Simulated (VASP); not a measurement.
Energy against volume of Li (bcc). All values below come from PBE GGA with D4 dispersion, VASP's PBE PAW potentials (set 64) (plane waves; VASP). Numerical set-up: 520 eV cut-off, 15×15×15 Γ-centred mesh, first-order Methfessel-Paxton smearing of 0.10 eV, potentials Li_sv.

```csv
V (Å³/atom),E (eV/atom)
19.349,-1.92164
19.948,-1.92286
20.546,-1.92248
21.144,-1.92067
```

Problem. Fit these four points and predict the energy of the run at 18.751 Å³/atom.

Solution. A cubic in V^(−2/3), the third-order Birch-Murnaghan form, passes through the four points with V0 = 20.10 Å³/atom and B0 = 14 GPa, and gives -1.9186 eV/atom there. The run gave -1.9186 eV/atom, +0.0 meV/atom from the fit; all five points give B0 = 14 GPa.

The compound is Li in the bcc structure. It was relaxed first, which changed the volume by -5 %.
